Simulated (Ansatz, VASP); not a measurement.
**Cd3Te2S in VASP and in Ansatz**

```
Cd Te S
1.0
     7.52496    0.00000    0.00000
    -3.76248    6.51681    0.00000
     0.00000    0.00000    4.01639
Cd Te S
3 2 1
Direct
  0.50000 0.00000 0.50000
  0.00000 0.50000 0.50000
  0.50000 0.50000 0.50000
  0.33333 0.66667 0.00000
  0.66667 0.33333 0.00000
  0.00000 0.00000 0.00000
```

Change from the starting cell: species swapped into the NdAl2Pt3 type (P6/mmm, No. 191).

Alike in both runs: functional PBE; k mesh 9 × 9 × 8; occupations gaussian, width 0.1 eV; no spin polarisation.

Ansatz relaxed the structure, and its values are those at the end. VASP's run is a single point on that final structure, the one shown.

|  | VASP | Ansatz |
| --- | --- | --- |
| version | VASP 6.6.1 | Ansatz 0.2.0 |
| potentials or method | VASP PAW PBE potentials, release 64 (Cd, Te, S) | scalar-relativistic, plane waves, PAW |
| plane-wave cutoff (eV) | 520 | 420 |
| valence electrons in the cell | 54 | 98 |

Ansatz gave:

| Quantity | Value |
| --- | --- |
| gap on the k mesh at the Fermi level (eV) | none |
| pressure (GPa) | 0.0 |

Problem. What did VASP give for the same quantities?

Solution. gap on the k mesh at the Fermi level (eV): none; pressure (GPa): 0.1.

A gap of «none» marks a metal or a gap that the smearing closes. The two sets of potentials don't hold the same shells in valence.

The runs have no spin-orbit coupling, so splittings on Te are missing.
